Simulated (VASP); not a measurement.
# TaSn (P4/nmm) in VASP: density of states with PBE

Aim: the density of states of TaSn with PBE.

Everything below comes from runs of VASP 6.6.1. Logs are shortened: lines on timing, memory, paths and dates and some standing lists are left out, and cuts for length are marked.

## (1) The crystal as given

The structure is tetragonal, space group P4/nmm (No. 129). The conventional cell has a = 3.648 Å, b = 3.648 Å, c = 6.088 Å, α = 90.00°, β = 90.00°, γ = 90.00°. Around Ta (site symmetry 4mm) lie 6 Sn at 2.91 to 3.17 Å and 4 Ta at 2.95 Å. Sn (site symmetry 4mm) is surrounded by 6 Ta at 2.91 to 3.17 Å and 4 Sn at 3.08 Å.

The cell was built by a generator and needn't be a form met in nature.

## (2) Density of states, PBE

The input, POSCAR:

```
TaSn
1.0
    3.6484800000      0.0000000000      0.0000000000
    0.0000000000      3.6484800000      0.0000000000
    0.0000000000      0.0000000000      6.0875100000
Ta Sn
2 2
Direct
    0.5000000000      0.0000000000      0.8826890000
    0.0000000000      0.5000000000      0.1173110000
    0.5000000000      0.0000000000      0.3615170000
    0.0000000000      0.5000000000      0.6384830000
```

The input, INCAR.step1:

```
SYSTEM = TaSn
PREC     = Accurate       ! precision mode
ENCUT    = 520            ! plane-wave cutoff, eV
EDIFF    = 1E-6           ! SCF threshold, eV
ISMEAR   = 0              ! smearing method
SIGMA    = 0.1            ! smearing width, eV
LREAL    = .False.        ! projectors in reciprocal space
LASPH    = .True.         ! aspherical terms in the spheres
NELM     = 100            ! most SCF steps
ALGO     = Fast           ! electronic algorithm
ISIF     = 2              ! what is computed and relaxed
LWAVE    = .False.        ! write WAVECAR
LCHARG   = .True.         ! write CHGCAR
LMAXMIX  = 4              ! l up to which the mixer works
GGA      = PE             ! functional
NBANDS   = 33             ! bands
KPAR     = 4
```

The input, KPOINTS.step1:

```
Automatic mesh
0
Gamma
  10 10 6
  0 0 0
```

The input, INCAR.step2:

```
SYSTEM = TaSn
PREC     = Accurate       ! precision mode
ENCUT    = 520            ! plane-wave cutoff, eV
EDIFF    = 1E-6           ! SCF threshold, eV
ISMEAR   = -5             ! smearing method
SIGMA    = 0.1            ! smearing width, eV
LREAL    = .False.        ! projectors in reciprocal space
LASPH    = .True.         ! aspherical terms in the spheres
NELM     = 100            ! most SCF steps
ALGO     = Fast           ! electronic algorithm
ISIF     = 2              ! what is computed and relaxed
LWAVE    = .False.        ! write WAVECAR
LCHARG   = .False.        ! write CHGCAR
LMAXMIX  = 4              ! l up to which the mixer works
GGA      = PE             ! functional
LORBIT   = 11             ! projections on sites
NBANDS   = 33             ! bands
KPAR     = 4            
NEDOS    = 2001           ! points of the DOS
ICHARG   = 11             ! starting density
```

The input, KPOINTS.step2:

```
Automatic mesh
0
Gamma
  15 15 9
  0 0 0
```

Potentials or basis: VASP PAW PBE potentials, release 64 (Ta_pv, Sn_d).

Run with:

```bash
cat potpaw_PBE.64/Ta_pv/POTCAR potpaw_PBE.64/Sn_d/POTCAR > POTCAR
cp INCAR.step1 INCAR
cp KPOINTS.step1 KPOINTS
mpirun -np 4 vasp_std > vasp.out
cp INCAR.step2 INCAR
cp KPOINTS.step2 KPOINTS
mpirun -np 4 vasp_std > vasp.out
```

OUTCAR:

```text
SYSTEM = TaSn
   PREC = Accurate
   ENCUT = 520
   EDIFF = 1E-6
   ISMEAR = -5
   LREAL = .False.
   LASPH = .True.
   NELM = 100
   ISIF = 2
   GGA = PE
   LORBIT = 11
   ICHARG = 11

 ion  position               nearest neighbor table
   1  0.500  0.000  0.883-   3 2.91   2 2.95   2 2.95   2 2.95   2 2.95   4 2.98   4 2.98   4 2.98
                             4 2.98   3 3.17
   2  0.000  0.500  0.117-   4 2.91   1 2.95   1 2.95   1 2.95   1 2.95   3 2.98   3 2.98   3 2.98
                             3 2.98   4 3.17
   3  0.500  0.000  0.362-   1 2.91   2 2.98   2 2.98   2 2.98   2 2.98   4 3.08   4 3.08   4 3.08
                             4 3.08   1 3.17
   4  0.000  0.500  0.638-   2 2.91   1 2.98   1 2.98   1 2.98   1 2.98   3 3.08   3 3.08   3 3.08
                             3 3.08   2 3.17

  LATTYP: Found a simple tetragonal cell.
 ALAT       =     3.6484800000
 C/A-ratio  =     1.6685057887

  Lattice vectors:

 A1 = (   3.6484800000,   0.0000000000,   0.0000000000)
 A2 = (   0.0000000000,   3.6484800000,   0.0000000000)
 A3 = (   0.0000000000,   0.0000000000,   6.0875100000)

Analysis of symmetry for initial positions (statically):
=====================================================================
 Subroutine PRICEL returns:
 Original cell was already a primitive cell.

 Routine SETGRP: Setting up the symmetry group for a
 simple tetragonal supercell.

 Subroutine GETGRP returns: Found 16 space group operations
 (whereof  8 operations were pure point group operations)
 out of a pool of 16 trial point group operations.

The static configuration has the point symmetry D_2d.
 The point group associated with its full space group is D_4h.

Analysis of symmetry for dynamics (positions and initial velocities):
=====================================================================
 Subroutine PRICEL returns:
 Original cell was already a primitive cell.

 Routine SETGRP: Setting up the symmetry group for a
 simple tetragonal supercell.

 Subroutine GETGRP returns: Found 16 space group operations
 (whereof  8 operations were pure point group operations)
 out of a pool of 16 trial point group operations.

The dynamic configuration has the point symmetry D_2d.
 The point group associated with its full space group is D_4h.

 Subroutine INISYM returns: Found 16 space group operations
 (whereof  8 operations are pure point group operations),
 and found     1 'primitive' translations

----------------------------------------------------------------------------------------

                                     Primitive cell

  volume of cell :      81.0333

  direct lattice vectors                    reciprocal lattice vectors
     3.648480000  0.000000000  0.000000000     0.274086743  0.000000000  0.000000000
     0.000000000  3.648480000  0.000000000     0.000000000  0.274086743  0.000000000
     0.000000000  0.000000000  6.087510000     0.000000000  0.000000000  0.164270777

  length of vectors
     3.648480000  3.648480000  6.087510000     0.274086743  0.274086743  0.164270777

  position of ions in fractional coordinates (direct lattice)
     0.500000000  0.000000000  0.882689000
     0.000000000  0.500000000  0.117311000
     0.500000000  0.000000000  0.361517000
     0.000000000  0.500000000  0.638483000

  ion indices of the primitive-cell ions
   primitive index   ion index
                 1           1
                 2           2
                 3           3
                 4           4

----------------------------------------------------------------------------------------

 KPOINTS: Automatic mesh

Automatic generation of k-mesh.
 Grid dimensions read from file:
 generate k-points for:   15   15    9

 Generating k-lattice:

  Cartesian coordinates                     Fractional coordinates (reciprocal lattice)
     0.018272450  0.000000000  0.000000000     0.066666667  0.000000000  0.000000000
     0.000000000  0.018272450  0.000000000     0.000000000  0.066666667  0.000000000
     0.000000000  0.000000000  0.018252309     0.000000000  0.000000000  0.111111111

  Length of vectors
     0.018272450  0.018272450  0.018252309

  Shift w.r.t. Gamma in fractional coordinates (k-lattice)
     0.000000000  0.000000000  0.000000000

 TETIRR: Found   3013 inequivalent tetrahedra from    12150

 Subroutine IBZKPT returns following result:
 ===========================================

 Found    180 irreducible k-points:

 Following reciprocal coordinates:
            Coordinates               Weight
  0.000000  0.000000  0.000000      1.000000
  0.066667  0.000000  0.000000      4.000000
  0.133333  0.000000  0.000000      4.000000
  0.200000  0.000000  0.000000      4.000000
  0.266667  0.000000  0.000000      4.000000
  0.333333  0.000000  0.000000      4.000000
[... 16 lines left out ...]
  0.266667  0.200000  0.000000      8.000000
  0.333333  0.200000  0.000000      8.000000
 [... further k-points ...]
   k-points           NKPTS =    180   k-points in BZ     NKDIM =    180   number of bands    NBANDS=     33
   number of dos      NEDOS =   2001   number of ions     NIONS =      4
   total plane-waves  NPLWV =  37632
   dimension x,y,z NGX =    28 NGY =   28 NGZ =   48
   dimension x,y,z NGXF=    56 NGYF=   56 NGZF=   96
   ions per type =               2   2
   NGX,Y,Z   is equivalent  to a cutoff of  12.76, 12.76, 13.11 a.u.
   NGXF,Y,Z  is equivalent  to a cutoff of  25.52, 25.52, 26.22 a.u.
 SYSTEM =  TaSn
   PREC   = accura    normal or accurate (medium, high low for compatibility)
   ISTART =      0    job   : 0-new  1-cont  2-samecut
   ICHARG =     11    charge: 1-file 2-atom 10-const
   ISPIN  =      1    spin polarized calculation?
   LNONCOLLINEAR =      F non collinear calculations
   LSORBIT =      F    spin-orbit coupling
   LASPH  =      T    aspherical Exc in radial PAW
   ENCUT  =  520.0 eV  38.22 Ry    6.18 a.u.   6.78  6.78 11.32*2*pi/ulx,y,z
   NELM   =    100;   NELMIN=  2; NELMDL=  0     # of ELM steps
   EDIFF  = 0.1E-05   stopping-criterion for ELM
   LREAL  =      F    real-space projection
   EDIFFG = 0.1E-04   stopping-criterion for IOM
   NSW    =      0    number of steps for IOM
   IBRION =     -1    ionic relax: 0-MD 1-quasi-New 2-CG
   NFREE  =      0    steps in history (QN), initial steepest desc. (CG)
   ISIF   =      2    stress and relaxation
   ISYM   =      2    0-nonsym 1-usesym 2-fastsym
   POTIM  = 0.5000    time-step for ionic-motion
   TEBEG  =    0.0;   TEEND  =   0.0 temperature during run
   PSTRESS=    0.0 pullay stress
   NELECT =      50.0000    total number of electrons
   NUPDOWN=      -1.0000    fix difference up-down
   EMIN   =  10.00;   EMAX   =-10.00  energy-range for DOS
   EFERMI =   0.00;   METHOD = LEGACY
   ISMEAR =    -5;   SIGMA  =   0.10  broadening in eV -4-tet -1-fermi 0-gaus
   EFERMI_NEDOS =   21; number of points for ismear=-14 and -15
   IALGO  =     68    algorithm
   IMIX   =      4    mixing-type and parameters
     AMIX     =   0.40;   BMIX     =  1.00
     AMIX_MAG =   1.60;   BMIX_MAG =  1.00
  volume/ion in A,a.u.               =      20.26       136.71
  Fermi-wavevector in a.u.,A,eV,Ry     =   1.393725  2.633758 26.428884  1.942468
  Thomas-Fermi vector in A             =   2.517343
   LORBIT       =     11    0 simple, 1 ext, 2 COOP (PROOUT), +10 PAW based schemes
   GGA     = PE    functional components
   LHFCALC =     F    Hartree Fock is set to
   AEXX    =    0.0000 exact exchange contribution
   IVDW    =     0    specifies the selected vdW correction
   LEPSILON=     F    determine dielectric tensor
   LRPA    =     F    only Hartree local field effects (RPA)
 non-spin polarized calculation
 RMM-DIIS sequential band-by-band and
 Fermi weights with tetrahedron method with Bloechl corrections
  energy-cutoff  :      520.00
  volume of cell :       81.03
 maximum number of plane-waves:      2218
 NGX is ok and might be reduce to    28

 number of electron      49.9999981 magnetization

 Free energy of the ion-electron system (eV)
  ---------------------------------------------------
  ext. energy  EPLUGINS =         0.00000000
  ---------------------------------------------------
  free energy    TOTEN  =       -31.02737532 eV

  energy without entropy =      -31.02737532  energy(sigma->0) =      -31.02737532

 E-fermi :   8.4734     XC(G=0): -11.9104

 val. band max:        8.4807536049   @ k =   0.4667   0.1333   0.0000
 cond. band min:       8.4599615992   @ k =   0.1333   0.1333   0.2222
 fundamental gap:     -0.0207920057
 Fermi energy:         8.4734045575

 k-point     1 :       0.0000    0.0000    0.0000
  band No.  band energies     occupation
      1     -26.1415      2.00000
      2     -26.1278      2.00000
      3     -26.1278      2.00000
      4     -25.9712      2.00000
      5     -25.7584      2.00000
      6     -25.7584      2.00000
[... 25 lines left out ...]
     32      12.0684      0.00000
     33      13.5372      0.00000

 k-point     2 :       0.0667    0.0000    0.0000
  band No.  band energies     occupation
      1     -26.1437      2.00000
      2     -26.1370      2.00000
      3     -26.1236      2.00000
      4     -25.9624      2.00000
      5     -25.7622      2.00000
      6     -25.7612      2.00000
[... 25 lines left out ...]
     32      12.3035      0.00000
     33      13.6066      0.00000

 k-point     3 :       0.1333    0.0000    0.0000
  band No.  band energies     occupation
      1     -26.1587      2.00000
      2     -26.1502      2.00000
      3     -26.1112      2.00000
      4     -25.9417      2.00000
      5     -25.7737      2.00000
      6     -25.7690      2.00000
[... 25 lines left out ...]
     32      12.8372      0.00000
     33      14.3841      0.00000

 k-point     4 :       0.2000    0.0000    0.0000
  band No.  band energies     occupation
      1     -26.1837      2.00000
      2     -26.1610      2.00000
      3     -26.0913      2.00000
      4     -25.9172      2.00000
      5     -25.7923      2.00000
      6     -25.7801      2.00000
[... 673 lines left out ...]
     32      12.1214      0.00000
     33      15.9026      0.00000

 k-point    23 :       0.2667    0.2000    0.0000
  band No.  band energies     occupation
      1     -26.1909      2.00000
      2     -26.1891      2.00000
      3     -26.1138      2.00000
      4     -25.8916      2.00000
      5     -25.8427      2.00000
      6     -25.7610      2.00000
[... 25 lines left out ...]
     32      12.1620      0.00000
     33      14.6357      0.00000

 k-point    24 :       0.3333    0.2000    0.0000
  band No.  band energies     occupation
      1     -26.2107      2.00000
      2     -26.2030      2.00000
      3     -26.0858      2.00000
      4     -25.9220      2.00000
      5     -25.8235      2.00000
      6     -25.7668      2.00000
[... 25 lines left out ...]
     32      12.3080      0.00000
     33      14.3580      0.00000

 [... further k-points ...]

------------------------ aborting loop because EDIFF is reached ----------------------------------------

  FORCE on cell =-STRESS in cart. coord.  units (eV):
  Direction    XX          YY          ZZ          XY          YZ          ZX
  --------------------------------------------------------------------------------------
  -------------------------------------------------------------------------------------
  Total       -0.0264190     -0.0264190      0.0210998      0.0000000      0.0000000     -0.0000000
  in kB       -0.5223523     -0.5223523      0.4171827      0.0000000      0.0000000     -0.0000000
  external PRESSURE =      -0.2091740 kB  Pullay stress =       0.0000000 kB

 VOLUME and BASIS-vectors are now :
 -----------------------------------------------------------------------------
  energy-cutoff  :      520.00
  volume of cell :       81.03
      direct lattice vectors                 reciprocal lattice vectors
     3.648480000  0.000000000  0.000000000     0.274086743  0.000000000  0.000000000
     0.000000000  3.648480000  0.000000000     0.000000000  0.274086743  0.000000000
     0.000000000  0.000000000  6.087510000     0.000000000  0.000000000  0.164270777

 POSITION                                       TOTAL-FORCE (eV/Angst)
 -----------------------------------------------------------------------------------
      1.82424      0.00000      5.37338        -0.000000      0.000000     -0.040673
      0.00000      1.82424      0.71413         0.000000      0.000000      0.040673
      1.82424      0.00000      2.20074         0.000000      0.000000      0.005672
      0.00000      1.82424      3.88677         0.000000      0.000000     -0.005672
 -----------------------------------------------------------------------------------
    total drift:                                0.000000      0.000000      0.000000

  FREE ENERGIE OF THE ION-ELECTRON SYSTEM (eV)
  ---------------------------------------------------
  free  energy   TOTEN  =       -31.0273753214 eV

  energy  without entropy=      -31.0273753214  energy(sigma->0) =      -31.02737532

 total charge

# of ion       s       p       d       tot
------------------------------------------
    1        0.308   6.126   2.348   8.783
    2        0.308   6.126   2.348   8.783
    3        1.135   1.252  10.043  12.431
    4        1.135   1.252  10.043  12.431
--------------------------------------------------
tot          2.887  14.757  24.784  42.427
```

Wall time 1.9 min (4 MPI ranks of Intel Xeon Platinum 8375C at 2.90GHz (Ice Lake), shared host); peak memory 0.48 GiB.

What came out:

| Quantity | Value |
| --- | --- |
| Valence electrons inside the program's atomic spheres | Ta 8.78; Sn 12.43 |

States per cell in windows of 1 eV (zero at the Fermi level; states under -8 eV left out):
```tsv
from (eV)	total	Ta1_d	Ta2_d	Sn3_p	Sn4_p	Sn3_s	Sn4_s
-8.0	1.57	0.04	0.04	0.04	0.04	0.37	0.37
-7.0	0.47	0.02	0.02	0.01	0.01	0.12	0.12
-6.0	0.57	0.02	0.02	0.07	0.07	0.01	0.01
-5.0	2.18	0.15	0.15	0.27	0.27	0.05	0.05
-4.0	1.45	0.14	0.14	0.17	0.17	0.03	0.03
-3.0	3.16	0.49	0.49	0.25	0.25	0.04	0.04
-2.0	4.48	0.92	0.92	0.29	0.29	0.03	0.03
-1.0	2.30	0.56	0.56	0.12	0.12	0.02	0.02
0.0	1.97	0.50	0.50	0.08	0.08	0.04	0.04
1.0	2.83	0.73	0.73	0.12	0.12	0.08	0.08
2.0	4.74	1.43	1.43	0.18	0.18	0.07	0.07
3.0	3.24	0.87	0.87	0.15	0.15	0.09	0.09
4.0	2.14	0.41	0.41	0.15	0.15	0.05	0.05
5.0	0.96	0.16	0.16	0.09	0.09	0.01	0.01
6.0	0.08	0.01	0.01	0.01	0.01	0.00	0.00
7.0	0.00	0.00	0.00	0.00	0.00	0.00	0.00
```

Caveat: tetrahedron occupations give inexact forces and stress in metals. The run has no spin-orbit coupling, so splittings on Ta are missing.
